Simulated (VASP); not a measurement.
Calculation: r2SCAN meta-GGA, VASP's PBE PAW potentials (set 64) (plane waves; VASP 6.6.1).

Gaps are without spin-orbit coupling.

### Question
Order these relaxed crystals by band gap, smallest first: Al2O3, Pnnm (58); GaSb, P6_3mc (186); Si, P6_3/mmc (194); Ga2O3, C2/m (12).

### Answer
GaSb, P6_3mc (186) (0.40 eV), Si, P6_3/mmc (194) (0.62 eV), Ga2O3, C2/m (12) (2.92 eV), Al2O3, Pnnm (58) (4.10 eV)
